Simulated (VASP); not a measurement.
Here is a VASP 6.6.1 calculation.

File INCAR:

```
PREC     = Accurate       # precision mode
ENCUT    = 600            # plane-wave cutoff, eV
EDIFF    = 1E-7           # SCF threshold, eV
ISMEAR   = 0              # smearing method
SIGMA    = 0.1            # smearing width, eV
LREAL    = F              # projectors in reciprocal space
LASPH    = T              # aspherical terms in the spheres
NELM     = 100            # most SCF steps
ALGO     = Normal         # electronic algorithm
ISIF     = 3              # what is computed and relaxed
LWAVE    = F              # write WAVECAR
LCHARG   = F              # write CHGCAR
GGA      = PE             # functional
IBRION   = 2              # ionic algorithm
NSW      = 90             # ionic steps
EDIFFG   = -0.04          # ionic threshold
```

File KPOINTS:

```
Automatic mesh
0
Gamma
  4 4 4
```

Contents of POSCAR:

```
HfW
1.0
    0.0000000000      3.3691940459      3.3691940459
    3.3691940459      0.0000000000      3.3691940459
    3.3691940459      3.3691940459      0.0000000000
Hf W
2 2
Direct
    0.5000000000      0.5000000000      0.5000000000
    0.7500000000      0.7500000000      0.7500000000
    0.0000000000      0.0000000000      0.0000000000
    0.2500000000      0.2500000000      0.2500000000
```

Potentials or basis: VASP PAW PBE potentials, release 64 (Hf_pv, W_sv).

Command:

```bash
$ cat potpaw_PBE.64/Hf_pv/POTCAR potpaw_PBE.64/W_sv/POTCAR > POTCAR
$ mpirun -np 1 vasp_std > vasp.out
```

Problem. What does it give for the space group after relaxing (to 0.05 Å)?

Solution. Fd-3m (No. 227).

Problem. What does it give for the relaxed volume?

Solution. 18.44 Å³/atom.

Step by step:
```tsv
step	energy change (eV)	largest force (eV/Å)	pressure (GPa)	volume (Å³)
1	0.0000	0.0000	-6.34	76.49
2	0.1856	0.0000	15.60	68.41
3	-0.0570	0.0000	-0.17	73.76
```

Caveat: the k mesh is coarse (spacing up to 0.40 Å⁻¹), so the values aren't converged. Spin-orbit coupling is left out, which matters for the levels of Hf, W.
